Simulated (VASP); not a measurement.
Wanted: the native input for a VASP 6.6.1 run.

- Task: single point
- Functional: LDA
- Potentials or basis: VASP PAW LDA potentials, release 64 (Sb, P)
- Cutoff: 520 eV
- k mesh: 6 × 6 × 6
- Occupations: gaussian, width 0.05 eV
- Spin: no spin polarisation
- Dipole correction: no
- Further INCAR settings: ALGO = Normal; EDIFF = 1e-07; NBANDS = 12

The structure of SbP lies in POSCAR:

```
SbP
1.0
    0.0000000000      2.9101917669      2.9101917669
    2.9101917669      0.0000000000      2.9101917669
    2.9101917669      2.9101917669      0.0000000000
Sb P
1 1
Direct
    0.0000000000      0.0000000000      0.0000000000
    0.2500000000      0.2500000000      0.2500000000
```

The cell comes from a database or a generator and needn't be the stable form of this composition.

These files were run (other wordings do the same):

INCAR

```
PREC     = Accurate       # precision mode
ENCUT    = 520            # plane-wave cutoff, eV
EDIFF    = 1E-7           # SCF threshold, eV
ISMEAR   = 0              # smearing method
SIGMA    = 0.05           # smearing width, eV
LREAL    = F              # projectors in reciprocal space
LASPH    = T              # aspherical terms in the spheres
NELM     = 100            # most SCF steps
ALGO     = Normal         # electronic algorithm
ISIF     = 2              # what is computed and relaxed
LWAVE    = F              # write WAVECAR
LCHARG   = F              # write CHGCAR
NBANDS   = 12             # bands
```

KPOINTS

```
Automatic mesh
0
Gamma
  6 6 6
```

Potentials or basis: VASP PAW LDA potentials, release 64 (Sb, P).

The run is started by

```console
$ cat potpaw_LDA.64/Sb/POTCAR potpaw_LDA.64/P/POTCAR > POTCAR
$ mpirun -np 1 vasp_std > vasp.out
```

Results of the run:

- Pressure: 13.0 GPa
- Band gap on the k mesh: none (metal or under the smearing width)

Run time: 9.2 s on 1 thread of Intel(R) Xeon(R) Platinum 8488C (Sapphire Rapids) (shared host), peak memory 0.15 GiB.
